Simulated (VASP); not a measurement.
Here is the system:

```yaml
crystal:
  lattice:
    - [3.37600, 0.00000, 0.00000]
    - [0.00000, 3.37600, 0.00000]
    - [0.00000, 0.00000, 3.37600]
  atoms:
    - { symbol: Ti, position: [0.00000, 0.00000, 0.00000] }
    - { symbol: Te, position: [0.50000, 0.50000, 0.50000] }
```

Level of theory: PBEsol GGA, VASP's PBE PAW potentials (set 64) (plane waves; VASP). Settings: 400 eV cut-off, 12×12×12 Γ-centred mesh, tetrahedra with Blöchl corrections, potentials Ti_sv Te.

Unless said otherwise, spin-orbit coupling is left out, though it shifts the bands of the heavy elements here.

Q: What does the run give for the energy per atom (σ→0), band gap (on the k-mesh) with the smallest direct gap where there is one?

A: 
| Item | Value |
|---|---|
| band gap (on the k-mesh) | none (metal, semimetal or under 0.01 eV) |
| energy per atom (σ→0) | -6453 meV/atom |

Total energies compare only between runs with the same potentials, cut-off and functional.

The structure was generated: TiTe was put into the CsCl type type (Pm-3m), which need not be its known phase. It was relaxed first, which changed the volume by -34 %.
